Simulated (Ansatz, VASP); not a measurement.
# NaSnF3 in two plane-wave programs

Wanted: the spread between two codes on one cell, functional and k mesh. The cell is generated by rule, not measured, and may not be a known phase. The cell is taken from a series of runs on this material, whose earlier steps may have relaxed, scaled, displaced or heated it; both programs get it as it stands.

Method: plane waves, with VASP 6.6.1 beside it; zone-centre phonons at LDA, in Ansatz 0.2.0.

The structure was built from a prototype and need not be the compound's stable phase.

**1. Starting point**

It takes space group R3m (No. 160, trigonal). Conventional cell: a = 6.820 Å, b = 6.820 Å, c = 6.168 Å, α = 90.00°, β = 90.00°, γ = 120.00°. Na has 3 F at 2.22 Å nearest. Nearest to Sn lie 6 F at 2.11 to 2.49 Å. F has 2 Sn at 2.11 to 2.49 Å and 1 Na at 2.22 Å nearest. Farther neighbours and most contacts between anions are not listed.

Structure file:

```cif
data_structure
_symmetry_space_group_name_H-M 'P 1'
_symmetry_Int_Tables_number 1
_cell_length_a 4.4418
_cell_length_b 4.4418
_cell_length_c 4.4418
_cell_angle_alpha 100.287
_cell_angle_beta 100.287
_cell_angle_gamma 100.287
_cell_volume 82.81
loop_
_atom_site_label
_atom_site_type_symbol
_atom_site_fract_x
_atom_site_fract_y
_atom_site_fract_z
_atom_site_occupancy
Na1 Na 0.04109 0.04109 0.04109 1
Sn2 Sn 0.53919 0.53919 0.53919 1
F3 F 0.43193 0.04515 0.43193 1
F4 F 0.04515 0.43193 0.43193 1
F5 F 0.43193 0.43193 0.04515 1
```

**2. Ansatz: zone-centre phonons, LDA**

Ansatz runs on its PAW soft_1 files.

Second derivatives magnify differences that forces hide, and they need a tight electronic threshold.

input.yaml

```yaml
crystal:
  lattice:
    - [3.4097632721, 1.968627743, 2.0561256243]
    - [-3.4097632721, 1.968627743, 2.0561256243]
    - [0.0, -3.937255486, 2.0561256243]
  atoms:
    - { symbol: Na, position: [0.0410939397, 0.0410939397, 0.0410939397] }
    - { symbol: Sn, position: [0.5391927894, 0.5391927894, 0.5391927894] }
    - { symbol: F, position: [0.4319251763, 0.0451548314, 0.4319251763] }
    - { symbol: F, position: [0.0451548314, 0.4319251763, 0.4319251763] }
    - { symbol: F, position: [0.4319251763, 0.4319251763, 0.0451548314] }
kpoints:
  mp_grid: { grid: [6, 6, 6] }
hamiltonian:
  xc: lda
  pseudopotentials: { kind: paw, azcp: { folder: soft_1 }, xc_functional: pbe }
scf:
  occupations: { method: fixed }
output:
  eigenvalues: true
phonons:
  method: dfpt
  dielectric: true
  rigid_motions: translations
```

Command:

```
> ansatz run input.yaml --threads 8 --pin off --max-ram 16384MiB --backend cpu --events-out ev --progress --plain --runs-dir out
```

Numbers of over 12 decimals in the logs are rounded to 6 here.

Output:

```text
Engine: ansatz 0.2.0, aarch64-unknown-linux-gnu
Pseudopotentials: kind: paw
Pseudopotential: Na, paw, valence charge 9, recommended cutoff 420 eV (normal), soft_1/Na.paw.azcp
Pseudopotential: Sn, paw, valence charge 14, recommended cutoff 420 eV (normal), soft_1/Sn.paw.azcp
Pseudopotential: F, paw, valence charge 7, recommended cutoff 420 eV (normal), soft_1/F.paw.azcp
Functional definition: SPW92
  exchange = slater_x
  correlation = pw_c
Crystal: 5 atoms, lattice volume = 82.811 Å³
Basis set: ecut = 420 eV, 1657 PW (Γ), exchange–correlation on 60×60×60 points (8 copies of the dense FFT grid, shifted against one another)
Bands: 27, of which v1, the nominal top of the filled ones, is band 22 counted from 1 (21 counted from 0)
Symmetry: 6 space group operations
k-points: 112 of 216 (irreducible under 1 space group operation, time reversal used)
Non-local potential: Na, projectors of the file, l = 0: 3, l = 1: 2, l = 2: 1
Non-local potential: Sn, projectors of the file, l = 0: 2, l = 1: 2, l = 2: 2, l = 3: 1
Non-local potential: F, projectors of the file, l = 0: 2, l = 1: 2, l = 2: 1
PAW form: soft (Blöchl's): semilocal exchange-correlation on the pseudo side does not see the compensation charge
PAW frozen core: Na, regenerated for the run's functional, and the local potential with it (the file was generated under x = pbe(κ = 0.804, μ = 0.219515), c = pbe(β = 0.066725))
PAW frozen core: Sn, regenerated for the run's functional, and the local potential with it (the file was generated under x = pbe(κ = 0.804, μ = 0.219515), c = pbe(β = 0.066725))
PAW frozen core: F, regenerated for the run's functional, and the local potential with it (the file was generated under x = pbe(κ = 0.804, μ = 0.219515), c = pbe(β = 0.066725))
PAW one-centre angular grid: Na, 110 points (default); XC on 64 Gauss nodes
PAW one-centre angular grid: Sn, 590 points (default); XC on 64 Gauss nodes
PAW one-centre angular grid: F, 110 points (default); XC on 64 Gauss nodes
Initial density: superposition of atomic densities (chi_scale 0.1, normalization cell, long waves kept (reshape's long-wave potential 0.04 eV rms))
Initial wavefunctions: pseudopotential atomic-orbital guess
Functional: x = slater, c = lda
SCF iter   1: F=—  HF=-9736.153381 eV  |F-HF|=—  |Δ(HF+E_count)|=         —  Δρ=1.52e-1  dr2=1.64e1  ethr=3.10e-3  ⟨swp⟩=4.8  Hψ=12277  notcnv=0  defer=324
preconditioner: auto → Resta (q_TF=auto, 2.455 Å⁻¹)  ε∞=3.0  [insulator: Δε(μ)=3.095 eV  Ē_g=17.521 eV  n_scr=24 (ndim 8)  ℏωp=24.5 eV  f_vac=0.076  ε∞_Penn≈3.0]
SCF iter   2: F=—  HF=-9731.500420 eV  |F-HF|=—  |Δ(HF+E_count)|=    4.65e0  Δρ=6.21e-2  dr2=2.10e0  ethr=3.10e-3  ⟨swp⟩=3.4  Hψ=7309  notcnv=0  defer=251
SCF iter   3: F=—  HF=-9730.927216 eV  |F-HF|=—  |Δ(HF+E_count)|=   5.73e-1  Δρ=1.95e-2  dr2=4.65e-1  ethr=3.10e-3  ⟨swp⟩=2.0  Hψ=5252  notcnv=0  defer=238
SCF iter   4: F=—  HF=-9730.741802 eV  |F-HF|=—  |Δ(HF+E_count)|=   1.85e-1  Δρ=5.34e-3  dr2=4.40e-2  ethr=1.06e-3  ⟨swp⟩=3.0  Hψ=5142  notcnv=0  defer=328
SCF iter   5: F=—  HF=-9730.723800 eV  |F-HF|=—  |Δ(HF+E_count)|=   1.80e-2  Δρ=1.30e-3  dr2=1.56e-3  ethr=1.00e-4  ⟨swp⟩=3.2  Hψ=6494  notcnv=0  defer=334
SCF iter   6: F=—  HF=-9730.723955 eV  |F-HF|=—  |Δ(HF+E_count)|=   1.55e-4  Δρ=2.39e-4  dr2=6.12e-5  ethr=3.55e-6  ⟨swp⟩=3.0  Hψ=5514  notcnv=0  defer=334
SCF iter   7: F=—  HF=-9730.723979 eV  |F-HF|=—  |Δ(HF+E_count)|=   2.41e-5  Δρ=4.77e-5  dr2=1.89e-6  ethr=1.39e-7  ⟨swp⟩=2.2  Hψ=5309  notcnv=0  defer=334
SCF iter   8: F=—  HF=-9730.723982 eV  |F-HF|=—  |Δ(HF+E_count)|=   2.27e-6  Δρ=1.03e-5  dr2=6.58e-8  ethr=4.30e-9  ⟨swp⟩=2.9  Hψ=5179  notcnv=0  defer=121
SCF iter   9: F=—  HF=-9730.723982 eV  |F-HF|=—  |Δ(HF+E_count)|=   4.91e-8  Δρ=2.18e-6  dr2=3.48e-9  ethr=1.50e-10  ⟨swp⟩=2.0  Hψ=4592  notcnv=0  defer=121
SCF iter  10: F=—  HF=-9730.723982 eV  |F-HF|=—  |Δ(HF+E_count)|=  2.91e-10  Δρ=6.26e-7  dr2=3.10e-10  ethr=7.92e-12  ⟨swp⟩=2.0  Hψ=4592  notcnv=0  defer=121
SCF iter  11: F=-9730.723982 eV  HF=-9730.723982 eV  |F-HF|=3.64e-11  |Δ(HF+E_count)|=  8.73e-11  Δρ=3.37e-7  dr2=5.73e-11  ethr=1.00e-12  ⟨swp⟩=14.3  Hψ=20182  notcnv=0
SCF 1 converged in 11 iterations: F = -9730.723982 eV  dr2 = 5.73e-11
  greatest PAW one-centre occupation: 0.999 electrons in one spin orbital (limit 2), on the Na atom at site 0 (counted from 0), in its partial waves of l = 0
NSCF: frozen V_eff on 2 k-points
DFPT response loops at Γ: preconditioner auto → none (the input reference at scf.mixing.eps_inf says where Resta's filter doesn't serve); β = 0.50; Broyden in place of MSR1
── the response to a field inside a basis, on 6×6×6 k-points: an SCF that follows is theirs, and a resumed run solves both again ──
Bands: 23, of which v1, the nominal top of the filled ones, is band 22 counted from 1 (21 counted from 0)
k-points: 28 of 216 (time reversal used)
Initial density: handed on by an earlier stage of this run
Initial wavefunctions: pseudopotential atomic-orbital guess (no wavefunctions were taken with the density)
Eigensolver: Dense (28 Hₖ)
SCF iter   1: F=—  HF=-9730.716518 eV  |F-HF|=—  |Δ(HF+E_count)|=         —  Δρ=5.06e-4  dr2=4.06e-5  ethr=1.00e-1
preconditioner: auto → Resta (q_TF=auto, 2.455 Å⁻¹)  ε∞=3.4  [insulator: Δε(μ)=3.797 eV  Ē_g=17.116 eV  n_scr=24 (ndim 8)  ℏωp=26.4 eV  f_vac=0.218  ε∞_Penn≈3.4]
SCF iter   2: F=—  HF=-9730.716503 eV  |F-HF|=—  |Δ(HF+E_count)|=   1.57e-5  Δρ=1.88e-4  dr2=1.16e-5  ethr=9.24e-8
SCF iter   3: F=—  HF=-9730.716500 eV  |F-HF|=—  |Δ(HF+E_count)|=   3.04e-6  Δρ=9.48e-5  dr2=1.54e-6  ethr=2.64e-8
SCF iter   4: F=-9730.716499 eV  HF=-9730.716499 eV  |F-HF|=1.86e-9  |Δ(HF+E_count)|=   6.65e-7  Δρ=3.83e-6  dr2=1.01e-8  ethr=3.51e-9
SCF 1 converged in 4 iterations: F = -9730.716499 eV  dr2 = 1.01e-8
DFPT response loops at Γ: mixed as the last ones told, above
SCF converged after 11 iterations
Free energy (F): -9730.723982 eV
Harris-Foulkes:  -9730.723982 eV  (|F-HF|=3.64e-11)
Internal energy: -9730.723982 eV  (E = F + TS)
E sigma→0 (E₀):  -9730.723982 eV
Fermi energy:    3.670343 eV
--- Per-component energies (eV) ---
  E_band       = -475.413098
  E_kinetic    = 871.683248
  E_local      = -4686.642760  (includes V_loc(G=0)·N_el)
  E_nonlocal   = 696.794084
  E_hartree    = 1853.737328
  E_xc         = -387.581959
  E_vxc        = -421.377094  (∫ρ·V_xc dr)
  E_paw        = -5074.300912  (= ΣΔE_a)
  E_vpaw       = -643.347777  (= ΣTr[D̂ρ^β])
  E_aug_tail   = 0.002327  (compensation charges beyond the density's cutoff)
  E_ewald      = -3005.320874
  E_core_change = 0.905536  (= ΣΔE_core)
  E_smearing   = -0.000000  (= −TS)
  E_closure    = -0.000000  (closes the sum)
  Σ components = -9730.723982   (vs F -9730.723982, Δ=0.00e0)
--- Band table (eV; the first three rows and the last of 112) ---
  k-point 0: bands = [... 18 lower, 0.4218, 0.6440, 0.6440, 1.6581, 8.4525, 10.4095, 10.4095, 10.8444, ... 1 higher]
  k-point 1: bands = [... 18 lower, 0.4404, 0.5868, 0.6858, 2.0480, 8.2624, 9.8729, 10.4317, 11.4660, ... 1 higher]
  k-point 2: bands = [... 18 lower, 0.4552, 0.5450, 0.7329, 2.7603, 7.6523, 9.9307, 10.4564, 11.7544, ... 1 higher]
  k-point 111: bands = [... 18 lower, 0.5543, 0.5543, 1.1904, 3.6703, 8.2151, 8.2151, 9.4474, 11.7125, ... 1 higher]
--- Phonons (Γ-DFPT): 6 representative perturbations + reference, on 112 of 216 k-points (Σ response iterations 20) ---
  k mesh reduced under 1 symmetry operation, with k and −k counted as one. Each operation leaves every solved perturbation unchanged. A smaller set is not considered because the run solves the response to a homogeneous field
  ASR residual: 2.860e-4 → 0.000e0 eV/Å²; symmetrization residual: 2.325e-6 eV/Å²
  ASR residual per site (eV/Å²): 2.86e-4 1.40e-4 2.21e-4 2.21e-4 2.23e-4
  Γ frequencies (cm⁻¹): 0.00 0.00 0.00 78.46 78.46 103.04 146.83 146.83 225.82 225.82 245.84 275.34 275.34 288.96 362.28
  ε∞ (high-frequency dielectric tensor):
        2.977522     0.000000     0.000000
       -0.000000     2.977522    -0.000000
        0.000000    -0.000000     2.833097
  ε⁰ (static dielectric tensor: ions relaxed, cell fixed):
       13.266892    -0.000000    -0.000000
       -0.000000    13.266892    -0.000000
       -0.000000    -0.000000     6.004096
  ε⁰ − ε∞ (ionic part):
       10.289370    -0.000000    -0.000000
       -0.000000    10.289370    -0.000000
       -0.000000    -0.000000     3.170999
  softest optical mode at Γ: 78.46 cm⁻¹; the repairs (sum rule, projections) moved no ω² at Γ by more than (1.99 cm⁻¹)²
  Born effective charges Z* (e; rows j = field, columns β = displacement):
    site 0:
         1.03765   -0.00000   -0.00000
         0.00000    1.03765   -0.00000
        -0.00000   -0.00000    1.26070
    site 1:
         3.28304   -0.00000   -0.00000
        -0.00000    3.28304   -0.00000
        -0.00000   -0.00000    2.63654
    site 2:
        -1.84247    0.69670    0.80875
         0.69670   -1.03799   -0.46693
         0.61537   -0.35528   -1.29908
    site 3:
        -1.84247   -0.69670   -0.80875
        -0.69670   -1.03799   -0.46693
        -0.61537   -0.35528   -1.29908
    site 4:
        -0.63575   -0.00000   -0.00000
        -0.00000   -2.24471    0.93386
        -0.00000    0.71057   -1.29908
  Z* charge neutrality: 1.469e-3 e pre-enforcement
  solved inside a basis spanned on kpoints, on 6×6×6 k-points, its susceptibility summed on 10×10×10: ε∞ is read to err by 6.5e-3, Z* by 1.6e-2 e (field_mesh: kpoints solves on kpoints); Z* is corrected for what the basis lacks
  optical modes at Γ without the LO–TO term, one row a degenerate level:
      ω (cm⁻¹)  modes    IR ((D/Å)²/amu)
[...]
optical modes at Γ + LO–TO along q̂ = [1.0000, 0.0000, 0.0000]:
      ω (cm⁻¹)  modes    IR ((D/Å)²/amu)
[...]
optical modes at Γ + LO–TO along q̂ = [0.0000, 1.0000, 0.0000]:
      ω (cm⁻¹)  modes    IR ((D/Å)²/amu)
[...]
optical modes at Γ + LO–TO along q̂ = [0.0000, 0.0000, 1.0000]:
      ω (cm⁻¹)  modes    IR ((D/Å)²/amu)
         78.46      2             0.7960
        103.04      1             0.0000
        146.83      2             8.2169
        225.82      2             3.1549
        249.80      1             0.0454
        275.34      2            17.1886
        335.95      1             0.7136
        446.45      1            10.1745
```

(Part 1 of 3 ends here.)

[Lines on the potential files, build, host, timing and source positions are cut from VASP's logs without a mark.]

[Logs are printed without paths, hosts, clocks, repeated set-up lines and the standing remarks that a program may print on its own settings, such as how far it seeks lower states.]

[Hosts, paths, dates, database ids (printed as entryN), source tags and the programs' standing remarks are cut or masked in the printed files.]
